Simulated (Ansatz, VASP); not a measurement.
# TaRh3 in VASP and in Ansatz

```
Ta Rh
1.0
     3.89374    0.00000    0.00000
     0.00000    3.89374    0.00000
     0.00000    0.00000    3.89374
Ta Rh
1 3
Direct
  0.00000 0.00000 0.00000
  0.00000 0.50000 0.50000
  0.50000 0.00000 0.50000
  0.50000 0.50000 0.00000
```

Alike in both runs: task relaxation of cell and atoms; functional LDA; k mesh 12 × 12 × 12; occupations fermi-dirac, width 0.15 eV; no spin polarisation.

|  | VASP | Ansatz |
| --- | --- | --- |
| version | VASP 6.6.1 | Ansatz 0.2.0 |
| potentials or method | VASP PAW LDA potentials, release 64 (Ta_pv, Rh_pv) | scalar-relativistic, plane waves, PAW |
| plane-wave cutoff (eV) | 600 | 420 |
| valence electrons in the cell | 56 | 64 |

VASP gave:

```
gap on the k mesh at the Fermi level, each at its own relaxed structure (eV) : none
relaxed volume (Å³/atom)                                                     : 14.00
relaxed cell length with the largest relative difference (Å)                 : 3.826
energy change over the relaxation (meV/atom)                                 : -36
```

Task: Which values does Ansatz return?

Result: gap on the k mesh at the Fermi level, each at its own relaxed structure (eV): none; relaxed volume (Å³/atom): 13.95; relaxed cell length with the largest relative difference (Å): 3.821; energy change over the relaxation (meV/atom): -41.

A gap of «none» marks a metal or a gap that the smearing closes. The two sets of potentials don't hold the same shells in valence.

The runs have no spin-orbit coupling, so splittings on Ta are missing. LDA usually gives volumes a few per cent too small. Zero-point motion and thermal expansion aren't in these numbers.
